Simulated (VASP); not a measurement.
A VASP calculation is set up with these files.

### INCAR
```
SYSTEM  =  Si
PREC  =  Accurate; ENCUT  =  300; LREAL  =  F
LASPH  =  T
EDIFF  =  1E-6; NELM  =  100; ALGO  =  Normal
ISMEAR  =  -1; SIGMA  =  0.01
GGA  =  PE
ISIF  =  2
LWAVE  =  F; LCHARG  =  F
```

File POSCAR:
```
Si
2.661190
  0.0000000000   1.0000000000   1.0000000000
  1.0000000000   0.0000000000   1.0000000000
  1.0000000000   1.0000000000   0.0000000000
Si
2
direct
  0.0000000000   0.0000000000   0.0000000000
  0.2500000000   0.2500000000   0.2500000000
```

**KPOINTS**
```
kpoints
0
G
7 7 7
0 0 0
```

POTCAR, in this order: Si (PBE.64 set). Program: vasp_std.

Question: Translate this PBE calculation to Ansatz.

Answer: One equivalent input (not run):
Ansatz 0.2 input:
```yaml
crystal:
  lattice:
    - [0.0000000, 2.6611900, 2.6611900]
    - [2.6611900, 0.0000000, 2.6611900]
    - [2.6611900, 2.6611900, 0.0000000]
  atoms:
    - { symbol: Si, position: [0.0000000, 0.0000000, 0.0000000] }
    - { symbol: Si, position: [0.2500000, 0.2500000, 0.2500000] }
kpoints:
  mp_grid: { grid: [7, 7, 7] }
hamiltonian:
  xc: pbe
  pseudopotentials: { kind: paw }
scf:
  occupations: { method: fermi_dirac, width: 0.01 }
  max_iter: 100
output: { forces: true, stress: true, eigenvalues: true }
```
The two are equivalent in intent, not identical: each code has its own PAW files, so the cut-off isn't converted (ENCUT is set for VASP's; basis.ecutwfc is left out, and Ansatz then takes the one that its files recommend); Ansatz stops its SCF on the density residual and VASP on the energy change (EDIFF).

The structure is a typed Si crystal (Fd-3m). The cell was not relaxed at this level, and its volume differs by -5.9 % from the start's.
